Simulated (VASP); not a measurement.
These are PBEsol GGA, VASP's PBE PAW potentials (set 64) (plane waves; VASP) values and carry that method's errors.

A VASP calculation is set up with these files.

INCAR:
```
SYSTEM = ReSe2
PREC = Accurate
ENCUT = 400
EDIFF = 1E-7
NELM = 100
ALGO = Normal
LREAL = .FALSE.
LASPH = .TRUE.
ISMEAR = -5
GGA = PS
LMAXMIX = 6
LWAVE = .FALSE.
LCHARG = .TRUE.
LORBIT = 11
NEDOS = 601
ISIF = 2
LEFG = .TRUE.
```

KPOINTS:
```
Automatic mesh
0
Gamma
13 13 13
0 0 0
```

POSCAR:
```
ReSe2
1.0
  1.5832638618   0.9140975041   6.6837708610
 -1.5832638618   0.9140975041   6.6837708610
  0.0000000000  -1.8281959788   6.6837708650
Re Se
1 2
Cartesian
  0.0000000000  -0.0000000001   0.0014414127
  0.0000000000  -0.0000007316  15.1103738525
 -0.0000000000  -0.0000005626  11.6225998037
```

POTCAR, in this order: Re Se (PBE.64 set). Program: vasp_std.

Without a dispersion term in the relaxation, distances and binding between the weakly bound layers, chains or molecules are unreliable, and so is what depends on them.  Unless said otherwise, spin-orbit coupling is left out, though it shifts the bands of the heavy elements here.

### Question
Predict the energy per atom (σ→0), band gap (on the k-mesh).

### Answer

- energy per atom (σ→0): -7.139 eV/atom
- band gap (on the k-mesh): none (metal, semimetal or under 0.01 eV)

### OSZICAR
```
...
DAV:  10    -0.214160047137E+02    0.50490E-03   -0.20222E-03 10194   0.104E+00    0.117E-01
DAV:  11    -0.214159751273E+02    0.29586E-04   -0.25894E-04  9670   0.155E-01    0.340E-02
DAV:  12    -0.214159817061E+02   -0.65788E-05   -0.28502E-05 10092   0.990E-02    0.141E-02
DAV:  13    -0.214799915065E+02   -0.64010E-01   -0.34659E-01  9424   0.182E-02    0.112E-01
DAV:  14    -0.214159812458E+02    0.64010E-01   -0.23503E+00  6136   0.483E-01    0.445E-03
DAV:  15    -0.214159821604E+02   -0.91456E-06   -0.25278E-06  3746   0.108E-02    0.281E-03
DAV:  16    -0.214159822511E+02   -0.90689E-07   -0.19662E-07  4131   0.525E-03
   1 F= -.21415982E+02 E0= -.21415982E+02  d E =0.000000E+00
```

The structure was generated: ReSe2 was put into the 3R-MoS2 type (R3m), which need not be its known phase. It was relaxed first, which changed the volume by -9 %. The electron count is odd and the run is not spin-polarised, which forces a metal.
